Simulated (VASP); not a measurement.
OSZICAR of a VASP run on LiC64:

**OSZICAR**
```
...
       N       E                     dE             d eps       ncg     rms          rms(c)
DAV:   1    -0.543567724392E+03   -0.13640E-01   -0.34636E+00   652   0.514E+00    0.388E-01
RMM:   2    -0.543569464709E+03   -0.17403E-02   -0.57495E-02   653   0.657E-01    0.215E-01
RMM:   3    -0.543569789262E+03   -0.32455E-03   -0.11761E-02   661   0.260E-01    0.110E-01
RMM:   4    -0.543569885432E+03   -0.96170E-04   -0.20889E-03   686   0.106E-01    0.646E-02
RMM:   5    -0.543569915019E+03   -0.29587E-04   -0.42477E-04   672   0.483E-02    0.286E-02
RMM:   6    -0.543569924622E+03   -0.96028E-05   -0.10076E-04   611   0.218E-02    0.143E-02
RMM:   7    -0.543569924879E+03   -0.25782E-06   -0.16478E-05   410   0.947E-03
  16 F= -.54356992E+03 E0= -.54356992E+03  d E =-.158370E-01  mag=     1.0000
       N       E                     dE             d eps       ncg     rms          rms(c)
DAV:   1    -0.543570079698E+03   -0.15508E-03   -0.32036E-02   744   0.495E-01    0.365E-02
RMM:   2    -0.543570095141E+03   -0.15442E-04   -0.51871E-04   653   0.623E-02    0.204E-02
RMM:   3    -0.543570097603E+03   -0.24623E-05   -0.10343E-04   646   0.245E-02    0.102E-02
RMM:   4    -0.543570098159E+03   -0.55607E-06   -0.16869E-05   407   0.994E-03
  17 F= -.54357010E+03 E0= -.54357010E+03  d E =-.160102E-01  mag=     1.0000
       N       E                     dE             d eps       ncg     rms          rms(c)
DAV:   1    -0.543576140381E+03   -0.60428E-02   -0.17241E+00   664   0.360E+00    0.274E-01
RMM:   2    -0.543577065983E+03   -0.92560E-03   -0.26757E-02   652   0.441E-01    0.146E-01
RMM:   3    -0.543577295176E+03   -0.22919E-03   -0.54033E-03   663   0.172E-01    0.813E-02
RMM:   4    -0.543577318711E+03   -0.23535E-04   -0.90048E-04   672   0.704E-02    0.453E-02
RMM:   5    -0.543577335979E+03   -0.17268E-04   -0.22181E-04   665   0.330E-02    0.216E-02
RMM:   6    -0.543577339532E+03   -0.35533E-05   -0.40713E-05   472   0.146E-02
  18 F= -.54357734E+03 E0= -.54357734E+03  d E =-.724137E-02  mag=     1.0000
       N       E                     dE             d eps       ncg     rms          rms(c)
DAV:   1    -0.543577356259E+03   -0.20280E-04   -0.48152E-03   760   0.191E-01    0.150E-02
RMM:   2    -0.543577357325E+03   -0.10660E-05   -0.68622E-05   616   0.222E-02    0.750E-03
RMM:   3    -0.543577357606E+03   -0.28143E-06   -0.12848E-05   403   0.863E-03    0.395E-03
RMM:   4    -0.543577357594E+03    0.12546E-07   -0.20913E-06   385   0.341E-03
  19 F= -.54357736E+03 E0= -.54357736E+03  d E =-.725943E-02  mag=     1.0000
       N       E                     dE             d eps       ncg     rms          rms(c)
DAV:   1    -0.543580546971E+03   -0.31894E-02   -0.65958E-01   664   0.221E+00    0.181E-01
RMM:   2    -0.543580843611E+03   -0.29664E-03   -0.11268E-02   652   0.284E-01    0.936E-02
RMM:   3    -0.543580950749E+03   -0.10714E-03   -0.21903E-03   661   0.110E-01    0.556E-02
RMM:   4    -0.543580951185E+03   -0.43591E-06   -0.37471E-04   668   0.456E-02    0.301E-02
RMM:   5    -0.543580957962E+03   -0.67766E-05   -0.97171E-05   620   0.222E-02
  20 F= -.54358096E+03 E0= -.54358096E+03  d E =-.360037E-02  mag=     1.0000
       N       E                     dE             d eps       ncg     rms          rms(c)
DAV:   1    -0.543581001853E+03   -0.50668E-04   -0.85101E-03   744   0.250E-01    0.218E-02
RMM:   2    -0.543581010501E+03   -0.86480E-05   -0.15801E-04   652   0.339E-02    0.124E-02
RMM:   3    -0.543581012791E+03   -0.22900E-05   -0.31909E-05   432   0.131E-02    0.789E-03
RMM:   4    -0.543581012886E+03   -0.94366E-07   -0.46313E-06   394   0.508E-03
  21 F= -.54358101E+03 E0= -.54358101E+03  d E =-.365529E-02  mag=     1.0000
       N       E                     dE             d eps       ncg     rms          rms(c)
DAV:   1    -0.543582742170E+03   -0.17294E-02   -0.38599E-01   664   0.169E+00    0.150E-01
RMM:   2    -0.543582827050E+03   -0.84879E-04   -0.69301E-03   652   0.217E-01    0.714E-02
RMM:   3    -0.543582911749E+03   -0.84700E-04   -0.13212E-03   661   0.844E-02    0.448E-02
RMM:   4    -0.543582910645E+03    0.11046E-05   -0.22872E-04   665   0.351E-02    0.248E-02
RMM:   5    -0.543582914337E+03   -0.36926E-05   -0.59324E-05   517   0.174E-02
  22 F= -.54358291E+03 E0= -.54358291E+03  d E =-.190145E-02  mag=     1.0000
       N       E                     dE             d eps       ncg     rms          rms(c)
DAV:   1    -0.543582929290E+03   -0.18646E-04   -0.32768E-03   760   0.155E-01    0.146E-02
RMM:   2    -0.543582932968E+03   -0.36771E-05   -0.64358E-05   595   0.213E-02    0.827E-03
RMM:   3    -0.543582933981E+03   -0.10134E-05   -0.12325E-05   397   0.815E-03    0.547E-03
RMM:   4    -0.543582934041E+03   -0.60047E-07   -0.20664E-06   377   0.322E-03
  23 F= -.54358293E+03 E0= -.54358293E+03  d E =-.192116E-02  mag=     1.0000
       N       E                     dE             d eps       ncg     rms          rms(c)
DAV:   1    -0.543583921684E+03   -0.98770E-03   -0.24203E-01   664   0.133E+00    0.129E-01
RMM:   2    -0.543583890730E+03    0.30954E-04   -0.46056E-03   652   0.175E-01    0.590E-02
RMM:   3    -0.543583946168E+03   -0.55438E-04   -0.86118E-04   661   0.689E-02    0.372E-02
RMM:   4    -0.543583943223E+03    0.29454E-05   -0.15324E-04   659   0.287E-02    0.202E-02
RMM:   5    -0.543583945087E+03   -0.18640E-05   -0.38542E-05   470   0.146E-02
  24 F= -.54358395E+03 E0= -.54358395E+03  d E =-.101105E-02  mag=     1.0000
       N       E                     dE             d eps       ncg     rms          rms(c)
DAV:   1    -0.543583951415E+03   -0.81925E-05   -0.12884E-03   768   0.966E-02    0.102E-02
RMM:   2    -0.543583952988E+03   -0.15724E-05   -0.27615E-05   419   0.139E-02    0.590E-03
RMM:   3    -0.543583953402E+03   -0.41406E-06   -0.47576E-06   374   0.520E-03    0.384E-03
RMM:   4    -0.543583953435E+03   -0.33737E-07   -0.89932E-07   244   0.221E-03
  25 F= -.54358395E+03 E0= -.54358395E+03  d E =-.101939E-02  mag=     1.0000
       N       E                     dE             d eps       ncg     rms          rms(c)
DAV:   1    -0.543584522034E+03   -0.56863E-03   -0.14962E-01   664   0.104E+00    0.113E-01
RMM:   2    -0.543584429145E+03    0.92889E-04   -0.30353E-03   652   0.138E-01    0.488E-02
RMM:   3    -0.543584466825E+03   -0.37681E-04   -0.54774E-04   661   0.551E-02    0.313E-02
RMM:   4    -0.543584462403E+03    0.44220E-05   -0.93046E-05   626   0.229E-02
  26 F= -.54358446E+03 E0= -.54358446E+03  d E =-.508968E-03  mag=     1.0000
       N       E                     dE             d eps       ncg     rms          rms(c)
DAV:   1    -0.543584465249E+03    0.15764E-05   -0.25227E-04   776   0.427E-02    0.699E-03
RMM:   2    -0.543584465164E+03    0.85431E-07   -0.56952E-06   370   0.661E-03    0.421E-03
RMM:   3    -0.543584465060E+03    0.10396E-06   -0.73518E-07   309   0.238E-03    0.250E-03
RMM:   4    -0.543584465035E+03    0.24151E-07   -0.35513E-07   178   0.163E-03
  27 F= -.54358447E+03 E0= -.54358447E+03  d E =-.511600E-03  mag=     1.0000
       N       E                     dE             d eps       ncg     rms          rms(c)
DAV:   1    -0.543584869438E+03   -0.40438E-03   -0.12964E-01   652   0.951E-01    0.114E-01
RMM:   2    -0.543584746203E+03    0.12324E-03   -0.27860E-03   652   0.128E-01    0.463E-02
RMM:   3    -0.543584783785E+03   -0.37582E-04   -0.50631E-04   662   0.517E-02    0.299E-02
RMM:   4    -0.543584778666E+03    0.51189E-05   -0.82713E-05   600   0.211E-02
  28 F= -.54358478E+03 E0= -.54358478E+03  d E =-.313630E-03  mag=     1.0000
       N       E                     dE             d eps       ncg     rms          rms(c)
DAV:   1    -0.543584788672E+03   -0.48876E-05   -0.21018E-03   728   0.122E-01    0.123E-02
RMM:   2    -0.543584787838E+03    0.83376E-06   -0.37134E-05   469   0.159E-02    0.554E-03
RMM:   3    -0.543584787798E+03    0.40025E-07   -0.53843E-06   379   0.596E-03    0.318E-03
RMM:   4    -0.543584787682E+03    0.11597E-06   -0.94742E-07   300   0.237E-03
  29 F= -.54358479E+03 E0= -.54358479E+03  d E =-.322647E-03  mag=     1.0000
       N       E                     dE             d eps       ncg     rms          rms(c)
DAV:   1    -0.543585201687E+03   -0.41389E-03   -0.78061E-02   652   0.716E-01    0.102E-01
RMM:   2    -0.543585046552E+03    0.15514E-03   -0.19305E-03   652   0.101E-01    0.376E-02
RMM:   3    -0.543585076049E+03   -0.29497E-04   -0.32862E-04   661   0.422E-02    0.246E-02
RMM:   4    -0.543585072646E+03    0.34038E-05   -0.48085E-05   482   0.164E-02
  30 F= -.54358507E+03 E0= -.54358507E+03  d E =-.284963E-03  mag=     1.0000
       N       E                     dE             d eps       ncg     rms          rms(c)
DAV:   1    -0.543585095819E+03   -0.19769E-04   -0.47674E-03   712   0.176E-01    0.296E-02
RMM:   2    -0.543585082152E+03    0.13667E-04   -0.14097E-04   650   0.264E-02    0.116E-02
RMM:   3    -0.543585084719E+03   -0.25669E-05   -0.24765E-05   421   0.113E-02    0.760E-03
RMM:   4    -0.543585084554E+03    0.16440E-06   -0.29706E-06   385   0.410E-03
  31 F= -.54358508E+03 E0= -.54358508E+03  d E =-.296872E-03  mag=     1.0000
       N       E                     dE             d eps       ncg     rms          rms(c)
DAV:   1    -0.543585479330E+03   -0.39461E-03   -0.62815E-02   652   0.621E-01    0.978E-02
RMM:   2    -0.543585318072E+03    0.16126E-03   -0.16740E-03   652   0.911E-02    0.347E-02
RMM:   3    -0.543585345000E+03   -0.26928E-04   -0.28451E-04   661   0.387E-02    0.228E-02
RMM:   4    -0.543585342155E+03    0.28448E-05   -0.41766E-05   448   0.148E-02
  32 F= -.54358534E+03 E0= -.54358534E+03  d E =-.257601E-03  mag=     1.0000
```

### Question
Which electronic solver shows in the log?

### Answer
It is blocked Davidson (ALGO = Normal, or the opening steps of other solvers) and then RMM-DIIS (ALGO = Fast or VeryFast). The INCAR had ALGO = Fast.

### Question
How was spin treated?

### Answer
Collinear spin (ISPIN = 2): the summary line carries one mag value, 1.00 μB in the cell.

### Question
Can the final energy be trusted as converged?

### Answer
The calculation finished and met its thresholds. It stopped with EDIFF = 1E-5, NELM = 100, NSW = 60 and EDIFFG = -0.03 after 32 ionic steps (PBE GGA, plane waves, VASP's PBE PAW potentials (set 64)).  The cell is charged, with a uniform compensating background. The supercell is sampled at Γ alone, which is coarse: total energies, pressure and levels can be off, energies of defects by several tenths of an eV.

The cell is a supercell with a defect, built from C (diamond): Li_i, charge -2. The total moment is imposed (NUPDOWN), so this need not be the lowest spin state.
